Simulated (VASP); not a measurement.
Input:

```yaml
crystal:
  lattice:
    - [0.00000, 3.33252, 3.33252]
    - [3.33252, 0.00000, 3.33252]
    - [3.33252, 3.33252, 0.00000]
  atoms:
    - { symbol: Rb, position: [0.00000, 0.00000, 0.00000] }
    - { symbol: Cl, position: [0.50000, 0.50000, 0.50000] }
```

Level of theory: vdW-DF2, VASP's PBE PAW potentials (set 64) (plane waves; VASP). Numerical set-up: 520 eV cut-off, Gaussian smearing of 0.050 eV, potentials Rb_sv Cl.

Question: What does the run give for the band gap (along the path) with the smallest direct gap where there is one?

Answer: 
- band gap (along the path) = 4.50 eV
- smallest direct gap (along the path) = 4.50 eV

The compound is RbCl in the rock salt structure. It was relaxed first.
